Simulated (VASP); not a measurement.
Computed with PBE GGA with D3 dispersion (zero damping), VASP's PBE PAW potentials (set 64) (plane waves; VASP).

A VASP calculation is set up with these files.

### KPOINTS
```
Automatic mesh
0
Gamma
9 9 9
0 0 0
```

**POSCAR**
```
Sb
1
    3.9573420000    -2.1550000000     0.0000000000
    3.9573420000     2.1550000000     0.0000000000
    2.7838200000     0.0000000000     3.5432930000
Sb
2
Direct
  0.2335000000   0.2335000000   0.2335000000
  0.7665000000   0.7665000000   0.7665000000
```

### INCAR
```
! general
SYSTEM =Sb
PREC   =Accurate
ENCUT  =520
LREAL  =.FALSE.
LASPH  =.TRUE.

! electronic loop
EDIFF  =1E-6
NELM   =100
ALGO   =Normal
LMAXMIX=4

! smearing
ISMEAR =1
SIGMA  =0.1

! functional
GGA    =PE
IVDW   =11

! ions
IBRION =2
NSW    =60
ISIF   =3
EDIFFG =-0.01

! output
LWAVE  =.FALSE.
LCHARG =.FALSE.
```

POTCAR, in this order: Sb (PBE.64 set). Program: vasp_std.

The run wrote:

OUTCAR:
```
 ion  position               nearest neighbor table
   1  0.233  0.233  0.233-   2 2.91   2 2.91   2 2.91   2 3.35   2 3.35   2 3.35
   2  0.767  0.767  0.767-   1 2.91   1 2.91   1 2.91   1 3.35   1 3.35   1 3.35
  LATTYP: Found a trigonal (rhomboedric) cell.
 ALAT       =     4.5060604418
 COS(alpha) =     0.5425636908
 Subroutine PRICEL returns:
 Original cell was already a primitive cell.
 Subroutine GETGRP returns: Found 12 space group operations
The static configuration has the point symmetry D_3d.
The dynamic configuration has the point symmetry D_3d.
 Subroutine INISYM returns: Found 12 space group operations
 Subroutine IBZKPT returns following result:
 Found     85 irreducible k-points:

 Following reciprocal coordinates:
            Coordinates               Weight
  0.000000  0.000000  0.000000      1.000000
  0.111111 -0.000000 -0.000000      6.000000
  0.222222 -0.000000  0.000000      6.000000
  0.333333  0.000000 -0.000000      6.000000
  0.444444 -0.000000  0.000000      6.000000
  0.111111  0.111111 -0.000000      6.000000
  0.222222  0.111111 -0.000000     12.000000
  0.333333  0.111111 -0.000000     12.000000
...
```

### OSZICAR
```
       N       E                     dE             d eps       ncg     rms          rms(c)
DAV:   1     0.390802880516E+02    0.39080E+02   -0.36324E+03  1530   0.867E+02
DAV:   2    -0.668638245337E+01   -0.45767E+02   -0.44703E+02  2151   0.125E+02
DAV:   3    -0.824349671909E+01   -0.15571E+01   -0.15529E+01  1841   0.287E+01
DAV:   4    -0.825790936055E+01   -0.14413E-01   -0.14115E-01  1885   0.306E+00
DAV:   5    -0.825801522164E+01   -0.10586E-03   -0.10586E-03  1834   0.272E-01    0.302E+00
DAV:   6    -0.825648832850E+01    0.15269E-02   -0.26537E-03  1746   0.440E-01    0.183E+00
DAV:   7    -0.825585838160E+01    0.62995E-03   -0.64752E-03  1630   0.685E-01    0.786E-02
DAV:   8    -0.825596806996E+01   -0.10969E-03   -0.20272E-04  1657   0.109E-01    0.237E-02
DAV:   9    -0.825599883287E+01   -0.30763E-04   -0.47787E-05  1630   0.530E-02    0.668E-03
DAV:  10    -0.825599928465E+01   -0.45179E-06   -0.48018E-06  1814   0.145E-02
   1 F= -.87850647E+01 E0= -.87849967E+01  d E =-.878506E+01
       N       E                     dE             d eps       ncg     rms          rms(c)
DAV:   1    -0.830680195029E+01   -0.50803E-01   -0.85901E-01  1668   0.509E+00    0.757E-01
DAV:   2    -0.828936100105E+01    0.17441E-01   -0.17917E-02  1602   0.979E-01    0.436E-01
DAV:   3    -0.827996114806E+01    0.93999E-02   -0.19914E-02  1602   0.730E-01    0.128E-01
DAV:   4    -0.827994427495E+01    0.16873E-04   -0.19207E-04  1611   0.123E-01    0.101E-01
DAV:   5    -0.827991101664E+01    0.33258E-04   -0.50657E-05  1668   0.496E-02    0.793E-03
DAV:   6    -0.827991115670E+01   -0.14006E-06   -0.42919E-06  1603   0.156E-02
   2 F= -.87896386E+01 E0= -.87897193E+01  d E =-.457397E-02
       N       E                     dE             d eps       ncg     rms          rms(c)
DAV:   1    -0.828168045105E+01   -0.17694E-02   -0.16081E-01  1667   0.223E+00    0.328E-01
DAV:   2    -0.827846311772E+01    0.32173E-02   -0.31885E-03  1605   0.409E-01    0.186E-01
DAV:   3    -0.827676403737E+01    0.16991E-02   -0.35549E-03  1610   0.309E-01    0.568E-02
DAV:   4    -0.827676101246E+01    0.30249E-05   -0.33453E-05  1630   0.522E-02    0.454E-02
DAV:   5    -0.827675419156E+01    0.68209E-05   -0.89382E-06  1642   0.211E-02    0.580E-03
DAV:   6    -0.827675417151E+01    0.20058E-07   -0.65468E-07   790   0.644E-03
   3 F= -.87947698E+01 E0= -.87947959E+01  d E =-.970516E-02
       N       E                     dE             d eps       ncg     rms          rms(c)
DAV:   1    -0.827697611602E+01   -0.22192E-03   -0.11447E-04  1666   0.593E-02    0.864E-03
DAV:   2    -0.827697339762E+01    0.27184E-05   -0.23392E-06  1520   0.111E-02    0.488E-03
DAV:   3    -0.827697145811E+01    0.19395E-05   -0.25853E-06  1378   0.840E-03    0.136E-03
DAV:   4    -0.827697144667E+01    0.11439E-07   -0.48776E-08   765   0.180E-03
   4 F= -.87947661E+01 E0= -.87947939E+01  d E =-.970144E-02
       N       E                     dE             d eps       ncg     rms          rms(c)
DAV:   1    -0.827679585630E+01    0.17560E-03   -0.61876E-03  1575   0.450E-01    0.316E-02
DAV:   2    -0.827677951807E+01    0.16338E-04   -0.17293E-04  1567   0.102E-01    0.193E-02
DAV:   3    -0.827676850694E+01    0.11011E-04   -0.53308E-05  1824   0.424E-02    0.358E-03
DAV:   4    -0.827676876514E+01   -0.25819E-06   -0.32481E-06  1519   0.139E-02
   5 F= -.87950208E+01 E0= -.87950501E+01  d E =-.254653E-03
       N       E                     dE             d eps       ncg     rms          rms(c)
DAV:   1    -0.827618863712E+01    0.57987E-03   -0.24891E-02  1584   0.903E-01    0.633E-02
DAV:   2    -0.827612593094E+01    0.62706E-04   -0.69252E-04  1559   0.204E-01    0.386E-02
DAV:   3    -0.827608177618E+01    0.44155E-04   -0.21213E-04  1821   0.847E-02    0.713E-03
DAV:   4    -0.827608256768E+01   -0.79149E-06   -0.12993E-05  1584   0.277E-02    0.597E-03
DAV:   5    -0.827608266886E+01   -0.10118E-06   -0.12829E-06   820   0.853E-03
   6 F= -.87952292E+01 E0= -.87952640E+01  d E =-.463084E-03
       N       E                     dE             d eps       ncg     rms          rms(c)
DAV:   1    -0.827546809850E+01    0.61447E-03   -0.23981E-03  1575   0.276E-01    0.271E-02
DAV:   2    -0.827544112705E+01    0.26971E-04   -0.55162E-05  1608   0.557E-02    0.167E-02
DAV:   3    -0.827542611754E+01    0.15010E-04   -0.36309E-05  1637   0.320E-02    0.563E-03
DAV:   4    -0.827542610265E+01    0.14898E-07   -0.30806E-07   824   0.527E-03
   7 F= -.87952749E+01 E0= -.87953036E+01  d E =-.456632E-04
       N       E                     dE             d eps       ncg     rms          rms(c)
DAV:   1    -0.827520093481E+01    0.22518E-03   -0.26438E-04  1566   0.917E-02    0.901E-03
DAV:   2    -0.827519808416E+01    0.28507E-05   -0.61669E-06  1616   0.186E-02    0.565E-03
DAV:   3    -0.827519677648E+01    0.13077E-05   -0.40097E-06  1561   0.106E-02    0.183E-03
DAV:   4    -0.827519677690E+01   -0.41490E-09   -0.36012E-08   765   0.180E-03
   8 F= -.87952781E+01 E0= -.87953048E+01  d E =-.489218E-04
       N       E                     dE             d eps       ncg     rms          rms(c)
DAV:   1    -0.827536215883E+01   -0.16538E-03   -0.13408E-03  1648   0.234E-01    0.977E-03
DAV:   2    -0.827536439757E+01   -0.22387E-05   -0.39685E-05  1715   0.518E-02    0.391E-03
DAV:   3    -0.827536381476E+01    0.58281E-06   -0.49439E-07  1057   0.642E-03
   9 F= -.87952968E+01 E0= -.87953229E+01  d E =-.186349E-04
```

OUTCAR:
```
------------------------ aborting loop because EDIFF is reached ----------------------------------------
 Edisp (eV)   -0.51993
  FORCE on cell =-STRESS in cart. coord.  units (eV):
  Direction    XX          YY          ZZ          XY          YZ          ZX
  --------------------------------------------------------------------------------------
  Total      -0.00273     0.00201     0.00149     0.00000     0.00000    -0.00157
  in kB      -0.07077     0.05220     0.03871     0.00000     0.00000    -0.04073
  external pressure =        0.01 kB  Pullay stress =        0.00 kB
  volume of cell :       61.82
      direct lattice vectors                 reciprocal lattice vectors
     3.957113476 -2.181036984 -0.015911168     0.125961850 -0.229248749 -0.097709123
     3.957113476  2.181036984 -0.015911168     0.125961850  0.229248749 -0.097709123
     2.769412830 -0.000000000  3.570192363     0.001122741  0.000000000  0.279226038
 POSITION                                       TOTAL-FORCE (eV/Angst)
 -----------------------------------------------------------------------------------
      2.50410     -0.00000      0.82935        -0.001008      0.000000     -0.000334
      8.17954     -0.00000      2.70902         0.001008     -0.000000      0.000334
 -----------------------------------------------------------------------------------
    total drift:                               -0.000000     -0.000000     -0.000000
  FREE ENERGIE OF THE ION-ELECTRON SYSTEM (eV)
  ---------------------------------------------------
  free  energy   TOTEN  =        -8.7952967616 eV

  energy  without entropy=       -8.7953752262  energy(sigma->0) =       -8.79532292

 reached required accuracy - stopping structural energy minimisation
```
(Selected blocks of OUTCAR.)

**CONTCAR**
```
Sb
   1.00000000000000
     3.9571134762173816   -2.1810369843808264   -0.0159111675683172
     3.9571134762173816    2.1810369843808264   -0.0159111675683172
     2.7694128303403236   -0.0000000000000000    3.5701923626247041
  Sb
     2
Direct
     0.2343864776256117    0.2343864776256117    0.2343864776229747
     0.7656135223743881    0.7656135223743881    0.7656135223770254
```

Energy and stress use the plane-wave basis of the starting cell.

The compound is Sb in the a7 structure. This run relaxes it. Symmetry was kept, so distortions that lower it aren't found.
